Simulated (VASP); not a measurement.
A convergence study with VASP on AlN (wurtzite): one setting is varied, all else stays as given below, so the limit is that of these other settings. Each run relaxes cell and ions from the cell shown. The basis is that of the starting cell, so low cut-offs carry a Pulay error.

```xyz
4
Lattice="1.5550 -2.6933 0.0000 1.5550 2.6933 0.0000 0.0000 0.0000 4.9800" Properties=species:S:1:pos:R:3 pbc="T T T"
Al     1.5550    -0.8978     2.4900
Al     1.5550     0.8978     0.0000
N      1.5550    -0.8978     4.3924
N      1.5550     0.8978     1.9024
```

Level of theory: PBEsol GGA, VASP's PBE PAW potentials (set 64) (plane waves; VASP). The tightest run used: 800 eV cut-off, 7×7×4 Γ-centred mesh, Gaussian smearing of 0.050 eV, potentials Al N.

Question: The settings run are ENCUT = 250; ENCUT = 300; ENCUT = 350; ENCUT = 400; ENCUT = 450; ENCUT = 500; ENCUT = 550; ENCUT = 600; ENCUT = 650; ENCUT = 700; ENCUT = 750; ENCUT = 800. From which on does the relaxed volume stay within 0.1 Å³/atom of the tightest run?

Answer: From ENCUT = 450 on: it is off by 0.041 there and by no more than 0.1 in any finer run, while ENCUT = 400 is off by 0.166.
```tsv
setting	relaxed volume (Å³/atom)	E (eV/atom)	plane waves	difference judged (Å³/atom)
ENCUT = 250	9.142	-7.9880	380	1.318
ENCUT = 300	9.685	-7.8622	513	0.776
ENCUT = 350	10.058	-7.8286	640	0.403
ENCUT = 400	10.294	-7.8287	774	0.166
ENCUT = 450	10.419	-7.8294	929	0.041
ENCUT = 500	10.457	-7.8282	1087	0.003
ENCUT = 550	10.459	-7.8281	1236	0.002
ENCUT = 600	10.453	-7.8288	1412	0.007
ENCUT = 650	10.451	-7.8298	1588	0.009
ENCUT = 700	10.453	-7.8305	1785	0.008
ENCUT = 750	10.457	-7.8310	1961	0.004
ENCUT = 800	10.461	-7.8313	2165	0.000
```

Left out are rungs that failed or repeat a setting and relaxations that didn't move; long series are thinned to 24 rows.

The compound is AlN in the wurtzite structure.
